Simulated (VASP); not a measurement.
# InB3 (R-3) in VASP: notebook, part 2 of 2

VASP 6.6.1. Earlier steps stand in the parts before.

## 3. Single point, PBE

This run uses another cell than the first one, of 13.70 Å³/atom, 1.171 times its volume.

The input, INCAR:

```
SYSTEM = InB3
PREC = Accurate
ENCUT = 520
EDIFF = 1E-6
ISMEAR = 0
SIGMA = 0.1
LREAL = .FALSE.
LASPH = .TRUE.
NELM = 100
ALGO = Fast
ISIF = 2
LWAVE = .FALSE.
LCHARG = .FALSE.
GGA = PE
NBANDS = 32
```

The input, KPOINTS:

```
Automatic mesh
0
G
  6 6 6
  0 0 0
```

The input, POSCAR:

```
InB3
1.0
    2.2436511028      1.2953725682      6.2866631021
   -2.2436511028      1.2953725682      6.2866631021
    0.0000000000     -2.5907451364      6.2866631021
In B
2 6
Direct
    0.3799233610      0.3799233610      0.3799233610
    0.6200766390      0.6200766390      0.6200766390
    0.2098542405      0.3486352258      0.9163535845
    0.9163535845      0.2098542405      0.3486352258
    0.3486352258      0.9163535845      0.2098542405
    0.7901457595      0.6513647742      0.0836464155
    0.0836464155      0.7901457595      0.6513647742
    0.6513647742      0.0836464155      0.7901457595
```

Potentials or basis: VASP PAW PBE potentials, release 64 (In_d, B).

The run is started by

```
> cat potpaw_PBE.64/In_d/POTCAR potpaw_PBE.64/B/POTCAR > POTCAR
> mpirun -np 1 vasp_std > vasp.out
```

OUTCAR:

```text
SYSTEM = InB3
   PREC = Accurate
   ENCUT = 520
   EDIFF = 1E-6
   ISMEAR = 0
   LREAL = .FALSE.
   LASPH = .TRUE.
   NELM = 100
   ISIF = 2
   GGA = PE

 ion  position               nearest neighbor table
   1  0.380  0.380  0.380-   4 2.69   5 2.69   3 2.69   7 2.95   8 2.95   6 2.95   2 3.13   2 3.13
                             2 3.13
   2  0.620  0.620  0.620-   7 2.69   8 2.69   6 2.69   4 2.95   5 2.95   3 2.95   1 3.13   1 3.13
                             1 3.13
   3  0.210  0.349  0.916-   8 1.71   7 1.71   5 1.72   4 1.72   6 1.75   1 2.69   2 2.95
   4  0.916  0.210  0.349-   6 1.71   8 1.71   5 1.72   3 1.72   7 1.75   1 2.69   2 2.95
   5  0.349  0.916  0.210-   6 1.71   7 1.71   4 1.72   3 1.72   8 1.75   1 2.69   2 2.95
   6  0.790  0.651  0.084-   5 1.71   4 1.71   8 1.72   7 1.72   3 1.75   2 2.69   1 2.95
   7  0.084  0.790  0.651-   3 1.71   5 1.71   8 1.72   6 1.72   4 1.75   2 2.69   1 2.95
   8  0.651  0.084  0.790-   3 1.71   4 1.71   7 1.72   6 1.72   5 1.75   2 2.69   1 2.95

  LATTYP: Found a trigonal (rhomboedric) cell.
 ALAT       =     6.7995656715
 COS(alpha) =     0.7822399052

  Lattice vectors:

 A1 = (   2.2436511028,   1.2953725682,   6.2866631021)
[... 201 lines left out ...]
      1      -9.4579      2.00000
      2      -8.9214      2.00000
      3      -8.9214      2.00000
      4      -8.7991      2.00000
      5      -8.7991      2.00000
      6      -8.7768      2.00000
[... 829 lines left out ...]
     31      12.0705      0.00000
     32      12.8553      0.00000

 [... further k-points ...]

------------------------ aborting loop because EDIFF is reached ----------------------------------------

  FORCE on cell =-STRESS in cart. coord.  units (eV):
  Direction    XX          YY          ZZ          XY          YZ          ZX
  --------------------------------------------------------------------------------------
  -------------------------------------------------------------------------------------
  Total       -0.0120097     -0.0120097      0.0085519     -0.0000002      0.0000000     -0.0000000
  in kB       -0.1755173     -0.1755173      0.1249829     -0.0000028      0.0000000     -0.0000000
  external PRESSURE =      -0.0753506 kB  Pullay stress =       0.0000000 kB

 VOLUME and BASIS-vectors are now :
 -----------------------------------------------------------------------------
  energy-cutoff  :      520.00
  volume of cell :      109.63
      direct lattice vectors                 reciprocal lattice vectors
     2.243651103  1.295372568  6.286663102     0.222851048  0.128663113  0.053022299
    -2.243651103  1.295372568  6.286663102    -0.222851048  0.128663113  0.053022299
     0.000000000 -2.590745136  6.286663102     0.000000000 -0.257326225  0.053022299

 POSITION                                       TOTAL-FORCE (eV/Angst)
 -----------------------------------------------------------------------------------
      0.00000      0.00000      7.16535         0.000000     -0.000000      0.025780
      0.00000      0.00000     11.69464         0.000000      0.000000     -0.025780
     -0.31138     -1.65059      9.27184        -0.017110      0.023769     -0.006044
      1.58514      0.55563      9.27184        -0.012030     -0.026702     -0.006044
     -1.27376      1.09495      9.27184         0.029140      0.002933     -0.006044
      0.31138      1.65059      9.58815         0.017110     -0.023769      0.006044
     -1.58514     -0.55563      9.58815         0.012030      0.026702      0.006044
      1.27376     -1.09495      9.58815        -0.029140     -0.002933      0.006044
 -----------------------------------------------------------------------------------
    total drift:                               -0.000000     -0.000000      0.000000

  FREE ENERGIE OF THE ION-ELECTRON SYSTEM (eV)
  ---------------------------------------------------
  free  energy   TOTEN  =       -42.6011666791 eV

  energy  without entropy=      -42.5937502288  energy(sigma->0) =      -42.59745845
```

OSZICAR:

```text
N       E                     dE             d eps       ncg     rms          rms(c)
DAV:   1     0.384377491809E+03    0.38438E+03   -0.20082E+04  2568   0.158E+03
DAV:   2    -0.240562019587E+01   -0.38678E+03   -0.36456E+03  2704   0.411E+02
DAV:   3    -0.464230574796E+02   -0.44017E+02   -0.42543E+02  3296   0.146E+02
DAV:   4    -0.483533679283E+02   -0.19303E+01   -0.19170E+01  3144   0.299E+01
DAV:   5    -0.484400369011E+02   -0.86669E-01   -0.86620E-01  3768   0.617E+00    0.950E+00
RMM:   6    -0.429096804178E+02    0.55304E+01   -0.60690E+00  3248   0.108E+01    0.462E+00
RMM:   7    -0.426350211584E+02    0.27466E+00   -0.22972E+00  3623   0.658E+00    0.220E+00
RMM:   8    -0.426077637553E+02    0.27257E-01   -0.22642E-01  3299   0.291E+00    0.588E-01
RMM:   9    -0.425995761580E+02    0.81876E-02   -0.81059E-02  3506   0.165E+00    0.188E-01
RMM:  10    -0.426007133358E+02   -0.11372E-02   -0.18378E-02  3869   0.830E-01    0.124E-01
RMM:  11    -0.426010951541E+02   -0.38182E-03   -0.39152E-03  4106   0.328E-01    0.514E-02
RMM:  12    -0.426011543466E+02   -0.59193E-04   -0.96294E-04  4186   0.154E-01    0.608E-02
RMM:  13    -0.426011631383E+02   -0.87917E-05   -0.15842E-04  4173   0.631E-02    0.580E-02
RMM:  14    -0.426011651903E+02   -0.20520E-05   -0.30923E-05  3594   0.257E-02    0.783E-02
RMM:  15    -0.426011661114E+02   -0.92104E-06   -0.21037E-05  3095   0.347E-02    0.107E-02
RMM:  16    -0.426011666791E+02   -0.56768E-06   -0.54476E-06  3268   0.140E-02
   1 F= -.42601167E+02 E0= -.42597458E+02  d E =-.741645E-02
```

stdout:

```text
POSCAR found type information on POSCAR InB
 POSCAR found :  2 types and       8 ions
 scaLAPACK will be used
 LDA part: xc-table for (Slater+PW92), standard interpolation
 POSCAR, INCAR and KPOINTS ok, starting setup
 FFT: planning ... GRIDC
 FFT: planning ... GRID_SOFT
 FFT: planning ... GRID
 WAVECAR not read
 entering main loop
```

Run time: 10 min. Hardware: 1 thread of Intel Xeon Platinum 8375C at 2.90GHz (Ice Lake), shared host; peak memory 0.44 GiB.

Results:

* Free energy: -42.6012 eV
* Pressure: 0.0 GPa
* Largest force: 0.030 eV/Å
* Band gap on the k mesh: none (metal or under the smearing width)

Forces in eV/Å, atoms in the order of the input:
```
In   0.000  0.000  0.026
In   0.000  0.000 -0.026
B   -0.017  0.024 -0.006
B   -0.012 -0.027 -0.006
B    0.029  0.003 -0.006
B    0.017 -0.024  0.006
B    0.012  0.027  0.006
B   -0.029 -0.003  0.006
```
